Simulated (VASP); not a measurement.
Input:

```xyz
4
Lattice="2.3390 -4.0513 0.0000 2.3390 4.0513 0.0000 0.0000 0.0000 7.6407" Properties=species:S:1:pos:R:3 pbc="T T T"
Ag     2.3390    -1.3504     3.8212
Ag     2.3390     1.3504     0.0009
I      2.3390    -1.3504     6.6847
I      2.3390     1.3504     2.8644
```

These are PW91 GGA, VASP's PBE PAW potentials (set 64) (plane waves; VASP 6.6.1) values and carry that method's errors. Settings: 520 eV cut-off, Gaussian smearing of 0.050 eV, potentials Ag I.

Unless said otherwise, spin-orbit coupling is left out, though it shifts the bands of the heavy elements here.

**Question.** Predict the band gap (along the path) with the smallest direct gap where there is one.

**Answer.** 
| Quantity | Value |
|---|---|
| band gap (along the path) | 1.37 eV |
| smallest direct gap (along the path) | 1.37 eV |

The absolute energy has meaning only against runs of the same code, potentials and settings.

The compound is AgI in the wurtzite structure. It was relaxed first, which changed the volume by +6 %.
